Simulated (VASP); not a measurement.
A convergence study with VASP on Cu (fcc): a few settings are varied, all else stays as given below, so the limit is that of these other settings. The cell's lengths are 1 % over those of the tabulated start, so it is off equilibrium.

```xyz
1
Lattice="0.0000 1.8231 1.8231 1.8231 0.0000 1.8231 1.8231 1.8231 0.0000" Properties=species:S:1:pos:R:3 pbc="T T T"
Cu     0.0000     0.0000     0.0000
```

Computed with PBE GGA, VASP's PBE PAW potentials (set 64) (plane waves; VASP). The last row used: ADDGRID = .TRUE., 500 eV cut-off, 19×19×19 Γ-centred mesh, first-order Methfessel-Paxton smearing of 0.10 eV, potentials Cu.

```json
[
 {"setting": "ADDGRID = unset, ENCUT = 200, PREC = Low", "E (eV/atom)": "-1.7411", "pressure (GPa)": "-305.14", "plane waves": "84"},
 {"setting": "ADDGRID = unset, ENCUT = 200, PREC = Normal", "E (eV/atom)": "-1.7383", "pressure (GPa)": "-305.23", "plane waves": "84"},
 {"setting": "ADDGRID = .TRUE., ENCUT = 200, PREC = Normal", "E (eV/atom)": "-1.7381", "pressure (GPa)": "-305.15", "plane waves": "84"},
 {"setting": "ADDGRID = .TRUE., ENCUT = 200, PREC = Accurate", "E (eV/atom)": "-1.7339", "pressure (GPa)": "-305.28", "plane waves": "84"},
 {"setting": "ADDGRID = unset, ENCUT = 300, PREC = Low", "E (eV/atom)": "-3.7286", "pressure (GPa)": "-4.27", "plane waves": "153"},
 {"setting": "ADDGRID = unset, ENCUT = 300, PREC = Normal", "E (eV/atom)": "-3.7255", "pressure (GPa)": "-4.12", "plane waves": "153"},
 {"setting": "ADDGRID = .TRUE., ENCUT = 300, PREC = Normal", "E (eV/atom)": "-3.7255", "pressure (GPa)": "-4.18", "plane waves": "153"},
 {"setting": "ADDGRID = .TRUE., ENCUT = 300, PREC = Accurate", "E (eV/atom)": "-3.7254", "pressure (GPa)": "-4.20", "plane waves": "153"},
 {"setting": "ADDGRID = unset, ENCUT = 400, PREC = Low", "E (eV/atom)": "-3.7293", "pressure (GPa)": "-2.22", "plane waves": "229"},
 {"setting": "ADDGRID = unset, ENCUT = 400, PREC = Normal", "E (eV/atom)": "-3.7262", "pressure (GPa)": "-2.11", "plane waves": "229"},
 {"setting": "ADDGRID = .TRUE., ENCUT = 400, PREC = Normal", "E (eV/atom)": "-3.7262", "pressure (GPa)": "-2.16", "plane waves": "229"},
 {"setting": "ADDGRID = .TRUE., ENCUT = 400, PREC = Accurate", "E (eV/atom)": "-3.7262", "pressure (GPa)": "-2.15", "plane waves": "229"},
 {"setting": "ADDGRID = unset, ENCUT = 500, PREC = Low", "E (eV/atom)": "-3.7279", "pressure (GPa)": "-1.63", "plane waves": "331"},
 {"setting": "ADDGRID = unset, ENCUT = 500, PREC = Normal", "E (eV/atom)": "-3.7248", "pressure (GPa)": "-1.51", "plane waves": "331"},
 {"setting": "ADDGRID = .TRUE., ENCUT = 500, PREC = Normal", "E (eV/atom)": "-3.7248", "pressure (GPa)": "-1.55", "plane waves": "331"},
 {"setting": "ADDGRID = .TRUE., ENCUT = 500, PREC = Accurate", "E (eV/atom)": "-3.7248", "pressure (GPa)": "-1.55", "plane waves": "331"}
]
```

Left out are rungs that failed or repeat a setting and relaxations that didn't move; long series are thinned to 24 rows.

The compound is Cu in the fcc structure. The cell was not relaxed at this level.
